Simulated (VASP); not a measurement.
# TlPd (P4/mmm) in VASP: further runs

The runs below take TlPd through single point, with PBE.

All numbers are computed with VASP 6.6.1; they aren't measurements. Logs are shortened: lines on timing, memory, paths and dates and some standing lists are left out, and cuts for length are marked.

**1. The structure**

The structure is tetragonal, space group P4/mmm (No. 123). The conventional cell has a = 3.152 Å, b = 3.152 Å, c = 3.781 Å, α = 90.00°, β = 90.00°, γ = 90.00°. Tl (site symmetry 4/mmm) is surrounded by 8 Pd at 2.92 Å and 4 Tl at 3.15 Å. Pd (site symmetry 4/mmm) has 8 Tl at 2.92 Å and 4 Pd at 3.15 Å as nearest neighbours.

The cell was built by a generator and needn't be a form met in nature.

**2. Single point, PBE**

Contents of INCAR:

```
  PREC = Accurate
  ENCUT = 520
  EDIFF = 1E-6
  ISMEAR = -1
  SIGMA = 0.0121
  LREAL = F
  LASPH = T
  NELM = 60
  ALGO = Normal
  ISIF = 2
  LWAVE = F
  LCHARG = T
  GGA = PE
  LELF = T
  LVHAR = T
  NBANDS = 18
```

Contents of KPOINTS:

```
regular mesh
0
Gamma
  6 6 5
```

Contents of POSCAR:

```
TlPd
1.0
    3.1522810000      0.0000000000      0.0000000000
    0.0000000000      3.1522810000      0.0000000000
    0.0000000000      0.0000000000      3.7805300000
Tl Pd
1 1
Direct
    0.0000000000      0.0000000000      0.0000000000
    0.5000000000      0.5000000000      0.5000000000
```

Potentials or basis: VASP PAW PBE potentials, release 64 (Tl_d, Pd).

Started as:

```sh
> cat potpaw_PBE.64/Tl_d/POTCAR potpaw_PBE.64/Pd/POTCAR > POTCAR
> mpirun -np 1 vasp_std > vasp.out
```

OUTCAR:

```text
PREC = Accurate
   ENCUT = 520
   EDIFF = 1E-6
   ISMEAR = -1
   LREAL = F
   LASPH = T
   NELM = 60
   ISIF = 2
   GGA = PE

 ion  position               nearest neighbor table
   1  0.000  0.000  0.000-   2 2.92   2 2.92   2 2.92   2 2.92   2 2.92   2 2.92   2 2.92   2 2.92

   2  0.500  0.500  0.500-   1 2.92   1 2.92   1 2.92   1 2.92   1 2.92   1 2.92   1 2.92   1 2.92

  LATTYP: Found a simple tetragonal cell.
 ALAT       =     3.1522810000
 C/A-ratio  =     1.1992998086

  Lattice vectors:

 A1 = (   3.1522810000,   0.0000000000,   0.0000000000)
 A2 = (   0.0000000000,   3.1522810000,   0.0000000000)
 A3 = (   0.0000000000,   0.0000000000,   3.7805300000)

Analysis of symmetry for initial positions (statically):
=====================================================================
 Subroutine PRICEL returns:
 Original cell was already a primitive cell.

 Routine SETGRP: Setting up the symmetry group for a
 simple tetragonal supercell.

 Subroutine GETGRP returns: Found 16 space group operations
 (whereof 16 operations were pure point group operations)
 out of a pool of 16 trial point group operations.

The static configuration has the point symmetry D_4h.

Analysis of symmetry for dynamics (positions and initial velocities):
=====================================================================
 Subroutine PRICEL returns:
 Original cell was already a primitive cell.

 Routine SETGRP: Setting up the symmetry group for a
 simple tetragonal supercell.

 Subroutine GETGRP returns: Found 16 space group operations
 (whereof 16 operations were pure point group operations)
 out of a pool of 16 trial point group operations.

The dynamic configuration has the point symmetry D_4h.

 Subroutine INISYM returns: Found 16 space group operations
 (whereof 16 operations are pure point group operations),
 and found     1 'primitive' translations

----------------------------------------------------------------------------------------

                                     Primitive cell

  volume of cell :      37.5667

  direct lattice vectors                    reciprocal lattice vectors
     3.152281000  0.000000000  0.000000000     0.317230602  0.000000000  0.000000000
     0.000000000  3.152281000  0.000000000     0.000000000  0.317230602  0.000000000
     0.000000000  0.000000000  3.780530000     0.000000000  0.000000000  0.264513177

  length of vectors
     3.152281000  3.152281000  3.780530000     0.317230602  0.317230602  0.264513177

  position of ions in fractional coordinates (direct lattice)
     0.000000000  0.000000000  0.000000000
     0.500000000  0.500000000  0.500000000

  ion indices of the primitive-cell ions
   primitive index   ion index
                 1           1
                 2           2

----------------------------------------------------------------------------------------

 KPOINTS: regular mesh

Automatic generation of k-mesh.
 Grid dimensions read from file:
 generate k-points for:    6    6    5

 Generating k-lattice:

  Cartesian coordinates                     Fractional coordinates (reciprocal lattice)
     0.052871767  0.000000000  0.000000000     0.166666667  0.000000000  0.000000000
     0.000000000  0.052871767  0.000000000     0.000000000  0.166666667  0.000000000
     0.000000000  0.000000000  0.052902635     0.000000000  0.000000000  0.200000000

  Length of vectors
     0.052871767  0.052871767  0.052902635

  Shift w.r.t. Gamma in fractional coordinates (k-lattice)
     0.000000000  0.000000000  0.000000000

 Subroutine IBZKPT returns following result:
 ===========================================

 Found     30 irreducible k-points:

 Following reciprocal coordinates:
            Coordinates               Weight
  0.000000  0.000000  0.000000      1.000000
  0.166667  0.000000  0.000000      4.000000
  0.333333  0.000000  0.000000      4.000000
  0.500000  0.000000  0.000000      2.000000
  0.166667  0.166667  0.000000      4.000000
  0.333333  0.166667  0.000000      8.000000
[... 16 lines left out ...]
  0.333333  0.000000  0.400000      8.000000
  0.500000  0.000000  0.400000      4.000000
 [... further k-points ...]
   k-points           NKPTS =     30   k-points in BZ     NKDIM =     30   number of bands    NBANDS=     18
   number of dos      NEDOS =    301   number of ions     NIONS =      2
   total plane-waves  NPLWV =  16128
   dimension x,y,z NGX =    24 NGY =   24 NGZ =   28
   dimension x,y,z NGXF=    48 NGYF=   48 NGZF=   56
   ions per type =               1   1
   NGX,Y,Z   is equivalent  to a cutoff of  12.66, 12.66, 12.31 a.u.
   NGXF,Y,Z  is equivalent  to a cutoff of  25.31, 25.31, 24.63 a.u.
 SYSTEM =  unknown system
   PREC   = accura    normal or accurate (medium, high low for compatibility)
   ISTART =      0    job   : 0-new  1-cont  2-samecut
   ICHARG =      2    charge: 1-file 2-atom 10-const
   ISPIN  =      1    spin polarized calculation?
   LNONCOLLINEAR =      F non collinear calculations
   LSORBIT =      F    spin-orbit coupling
   LASPH  =      T    aspherical Exc in radial PAW
   ENCUT  =  520.0 eV  38.22 Ry    6.18 a.u.   5.86  5.86  7.03*2*pi/ulx,y,z
   NELM   =     60;   NELMIN=  2; NELMDL= -5     # of ELM steps
   EDIFF  = 0.1E-05   stopping-criterion for ELM
   LREAL  =      F    real-space projection
   EDIFFG = 0.1E-04   stopping-criterion for IOM
   NSW    =      0    number of steps for IOM
   IBRION =     -1    ionic relax: 0-MD 1-quasi-New 2-CG
   NFREE  =      0    steps in history (QN), initial steepest desc. (CG)
   ISIF   =      2    stress and relaxation
   ISYM   =      2    0-nonsym 1-usesym 2-fastsym
   POTIM  = 0.5000    time-step for ionic-motion
   TEBEG  =    0.0;   TEEND  =   0.0 temperature during run
   PSTRESS=    0.0 pullay stress
   NELECT =      23.0000    total number of electrons
   NUPDOWN=      -1.0000    fix difference up-down
   EMIN   =  10.00;   EMAX   =-10.00  energy-range for DOS
   EFERMI =   0.00;   METHOD = LEGACY
   ISMEAR =    -1;   SIGMA  =   0.01  broadening in eV -4-tet -1-fermi 0-gaus
   EFERMI_NEDOS =   21; number of points for ismear=-14 and -15
   IALGO  =     38    algorithm
   IMIX   =      4    mixing-type and parameters
     AMIX     =   0.40;   BMIX     =  1.00
     AMIX_MAG =   1.60;   BMIX_MAG =  1.00
  volume/ion in A,a.u.               =      18.78       126.76
  Fermi-wavevector in a.u.,A,eV,Ry     =   1.390112  2.626932 26.292070  1.932413
  Thomas-Fermi vector in A             =   2.514079
   LORBIT       =      0    0 simple, 1 ext, 2 COOP (PROOUT), +10 PAW based schemes
   GGA     = PE    functional components
   LHFCALC =     F    Hartree Fock is set to
   AEXX    =    0.0000 exact exchange contribution
   IVDW    =     0    specifies the selected vdW correction
   LEPSILON=     F    determine dielectric tensor
   LRPA    =     F    only Hartree local field effects (RPA)
 non-spin polarized calculation
  energy-cutoff  :      520.00
  volume of cell :       37.57
 maximum number of plane-waves:      1030
 NGX is ok and might be reduce to    24
   NGX = 11   NGY = 11   NGZ = 15

 number of electron      23.0000001 magnetization

 Free energy of the ion-electron system (eV)
  ---------------------------------------------------
  ext. energy  EPLUGINS =         0.00000000
  ---------------------------------------------------
  free energy    TOTEN  =        -7.57958090 eV

  energy without entropy =       -7.57927731  energy(sigma->0) =       -7.57942910

 E-fermi :   9.5929     XC(G=0): -12.1035

 val. band max:        9.5796272431   @ k =   0.3333   0.0000   0.0000
 cond. band min:       9.7077086097   @ k =   0.1667   0.0000   0.2000
 fundamental gap:      0.1280813666
 Fermi energy:         9.5929086062

 k-point     1 :       0.0000    0.0000    0.0000
  band No.  band energies     occupation
      1      -2.8679      2.00000
      2      -2.6056      2.00000
      3      -1.9336      2.00000
      4      -1.9336      2.00000
      5      -1.7737      2.00000
      6      -0.9795      2.00000
[... 10 lines left out ...]
     17      22.5867      0.00000
     18      23.3857      0.00000

 k-point     2 :       0.1667    0.0000    0.0000
  band No.  band energies     occupation
      1      -2.7580      2.00000
      2      -2.4536      2.00000
      3      -2.0285      2.00000
      4      -1.9112      2.00000
      5      -1.8558      2.00000
      6      -0.5205      2.00000
[... 10 lines left out ...]
     17      23.4706      0.00000
     18      23.8312      0.00000

 k-point     3 :       0.3333    0.0000    0.0000
  band No.  band energies     occupation
      1      -2.6404      2.00000
      2      -2.2114      2.00000
      3      -2.1140      2.00000
      4      -2.0151      2.00000
      5      -1.8657      2.00000
      6       0.9671      2.00000
[... 10 lines left out ...]
     17      21.2399      0.00000
     18      22.1593      0.00000

 k-point     4 :       0.5000    0.0000    0.0000
  band No.  band energies     occupation
      1      -2.5945      2.00000
      2      -2.2998      2.00000
      3      -2.0926      2.00000
      4      -1.9572      2.00000
      5      -1.8427      2.00000
      6       2.9099      2.00000
[... 10 lines left out ...]
     17      20.8735      0.00000
     18      22.4357      0.00000

 k-point     5 :       0.1667    0.1667    0.0000
  band No.  band energies     occupation
      1      -2.5600      2.00000
      2      -2.3946      2.00000
      3      -2.0415      2.00000
      4      -1.9922      2.00000
      5      -1.9719      2.00000
      6      -0.0553      2.00000
[... 10 lines left out ...]
     17      23.9635      0.00000
     18      24.0368      0.00000

 k-point     6 :       0.3333    0.1667    0.0000
  band No.  band energies     occupation
      1      -2.4037      2.00000
      2      -2.2216      2.00000
      3      -2.1803      2.00000
      4      -2.0827      2.00000
      5      -1.9918      2.00000
      6       1.3757      2.00000
[... 10 lines left out ...]
     17      21.3136      0.00000
     18      21.3649      0.00000

 k-point     7 :       0.5000    0.1667    0.0000
  band No.  band energies     occupation
      1      -2.3617      2.00000
      2      -2.3161      2.00000
      3      -2.2767      2.00000
      4      -1.9833      2.00000
      5      -1.9155      2.00000
      6       3.0654      2.00000
[... 10 lines left out ...]
     17      18.7760      0.00000
     18      19.8955      0.00000

 k-point     8 :       0.3333    0.3333    0.0000
  band No.  band energies     occupation
      1      -2.4733      2.00000
      2      -2.2577      2.00000
      3      -2.2132      2.00000
      4      -2.1327      2.00000
      5      -1.8325      2.00000
      6       2.5324      2.00000
[... 10 lines left out ...]
     17      20.3452      0.00000
     18      20.7522      0.00000
[... 229 lines left out ...]
     17      19.4052      0.00000
     18      20.5263      0.00000

 k-point    20 :       0.5000    0.5000    0.2000
  band No.  band energies     occupation
      1      -2.7035      2.00000
      2      -2.3678      2.00000
      3      -2.3678      2.00000
      4      -1.9343      2.00000
      5      -1.3860      2.00000
      6       4.2672      2.00000
[... 10 lines left out ...]
     17      17.6220      0.00000
     18      18.2262      0.00000

 k-point    21 :       0.0000    0.0000    0.4000
  band No.  band energies     occupation
      1      -2.8190      2.00000
      2      -2.4433      2.00000
      3      -1.9462      2.00000
      4      -1.9462      2.00000
      5      -1.7541      2.00000
      6       0.7464      2.00000
[... 10 lines left out ...]
     17      22.5244      0.00000
     18      22.5245      0.00000

 k-point    22 :       0.1667    0.0000    0.4000
  band No.  band energies     occupation
      1      -2.7180      2.00000
      2      -2.2718      2.00000
      3      -2.1139      2.00000
      4      -1.9505      2.00000
      5      -1.8547      2.00000
      6       1.0520      2.00000
[... 10 lines left out ...]
     17      22.9653      0.00000
     18      23.0179      0.00000

 k-point    23 :       0.3333    0.0000    0.4000
  band No.  band energies     occupation
      1      -2.6258      2.00000
      2      -2.4088      2.00000
      3      -2.0524      2.00000
      4      -1.9539      2.00000
      5      -1.8679      2.00000
      6       2.0077      2.00000
[... 10 lines left out ...]
     17      22.3280      0.00000
     18      23.7300      0.00000

 k-point    24 :       0.5000    0.0000    0.4000
  band No.  band energies     occupation
      1      -2.5967      2.00000
      2      -2.5415      2.00000
      3      -2.1445      2.00000
      4      -1.9584      2.00000
      5      -1.6854      2.00000
      6       2.8903      2.00000
[... 10 lines left out ...]
     17      21.8851      0.00000
     18      23.8440      0.00000

 [... further k-points ...]

------------------------ aborting loop because EDIFF is reached ----------------------------------------

  FORCE on cell =-STRESS in cart. coord.  units (eV):
  Direction    XX          YY          ZZ          XY          YZ          ZX
  --------------------------------------------------------------------------------------
  -------------------------------------------------------------------------------------
  Total        1.5457390      1.5457390      0.6453429      0.0000000      0.0000000     -0.0000000
  in kB       65.9241018     65.9241018     27.5231776      0.0000000      0.0000000     -0.0000000
  external PRESSURE =      53.1237937 kB  Pullay stress =       0.0000000 kB

 VOLUME and BASIS-vectors are now :
 -----------------------------------------------------------------------------
  energy-cutoff  :      520.00
  volume of cell :       37.57
      direct lattice vectors                 reciprocal lattice vectors
     3.152281000  0.000000000  0.000000000     0.317230602  0.000000000  0.000000000
     0.000000000  3.152281000  0.000000000     0.000000000  0.317230602  0.000000000
     0.000000000  0.000000000  3.780530000     0.000000000  0.000000000  0.264513177

 POSITION                                       TOTAL-FORCE (eV/Angst)
 -----------------------------------------------------------------------------------
      0.00000      0.00000      0.00000         0.000000      0.000000      0.000000
      1.57614      1.57614      1.89027         0.000000      0.000000      0.000000
 -----------------------------------------------------------------------------------
    total drift:                                0.000000      0.000000     -0.000000

  FREE ENERGIE OF THE ION-ELECTRON SYSTEM (eV)
  ---------------------------------------------------
  free  energy   TOTEN  =        -7.5795809018 eV

  energy  without entropy=       -7.5792773061  energy(sigma->0) =       -7.57942910
```

It took 7.5 s on 1 thread of Intel Xeon 6975P-C (Granite Rapids), shared host; peak memory 0.15 GiB.

What came out:

| Quantity | Value |
| --- | --- |
| Free energy | -7.5796 eV |
| Pressure | 5.3 GPa |
| Band gap on the k mesh | none (metal or under the smearing width) |

Stress tensor (GPa, compression positive):
```
6.59 0.00 0.00
0.00 6.59 0.00
0.00 0.00 2.75
```

Levels at points of the mesh, in eV from the Fermi level:
```
           k point  band 8  band 9  band 10  band 11  band 12  band 13  band 14  band 15  band 16  band 17
(0.00, 0.00, 0.00)   -3.33   -2.03    -2.03    -1.73     1.32     5.83     5.85     5.85    11.86    12.99
(0.50, 0.00, 0.00)   -3.60   -3.45    -2.63    -2.18    -0.48     7.60     7.64     8.79     9.24    11.28
(0.50, 0.50, 0.00)   -2.50   -2.50    -1.51    -1.51    -1.18     0.48     4.10     7.57     9.29     9.29
```

(Part 1 of 2 ends here.)
